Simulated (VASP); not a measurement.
Consider the following.

```
CELL_PARAMETERS angstrom
      0.00000     3.79055     3.79055
      3.79055     0.00000     3.79055
      3.79055     3.79055     0.00000
ATOMIC_POSITIONS crystal
  Zr 0.75000 0.75000 0.75000
  Zr 0.50000 0.50000 0.50000
  W  0.12500 0.62500 0.12500
  W  0.12500 0.12500 0.12500
  W  0.62500 0.12500 0.12500
  W  0.12500 0.12500 0.62500
```

These are PBEsol GGA, VASP's PBE PAW potentials (set 64) (plane waves; VASP 6.6.1) values and carry that method's errors. Numerical set-up: 400 eV cut-off, 8×8×8 Γ-centred mesh, tetrahedra with Blöchl corrections, potentials Zr_sv W_sv.

The cores are frozen, which limits the accuracy of field gradients.

### Question
Give the principal components of the electric field gradient (V/Å²) and the asymmetry η at each nucleus.

### Answer

```tsv
atom	Vxx	Vyy	Vzz	η
Zr1	0.0	0.0	0.0	-
Zr2	0.0	0.0	0.0	-
W3	56.3	56.3	-112.7	0.00
W4	56.3	56.3	-112.7	0.00
W5	56.3	56.3	-112.7	0.00
W6	56.3	56.3	-112.7	0.00
```

The structure comes from a computed database's ZrW2 entry (Fd-3m); how it stands against other phases isn't given here. It was relaxed first.
